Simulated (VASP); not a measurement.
Data:

```
As
1.0
    3.49810    -1.86306    -0.04602
    3.49810     1.86306    -0.04602
    2.54641     0.00000     3.03737
As
2
Direct
  0.23027   0.23027   0.23027
  0.76973   0.76973   0.76973
```

These are vdW-DF-cx, VASP's PBE PAW potentials (set 64) (plane waves; VASP 6.6.1) values and carry that method's errors. Settings: 520 eV cut-off, 12×12×12 Γ-centred mesh, first-order Methfessel-Paxton smearing of 0.10 eV, potentials As.

Problem. The ions and cell shape at fixed volume are relaxed. What does this cell relax into?

Solution. 
```
As
1.0
    3.43916    -1.88151    -0.07536
    3.43916     1.88151    -0.07536
    2.47805     0.00000     3.03856
As
2
Direct
  0.23303   0.23303   0.23303
  0.76697   0.76697   0.76697
```
Space group R-3m (166), at a tolerance of 0.03 Å.

Problem. How much energy does the relaxation gain?

Solution. The energy (σ→0) changes by -6.8 meV/atom, in 5 ionic steps.

The compound is As in the a7 structure. This cell is one point of a volume scan, at 0.94 of the reference volume. Symmetry was kept, so distortions that lower it aren't found.
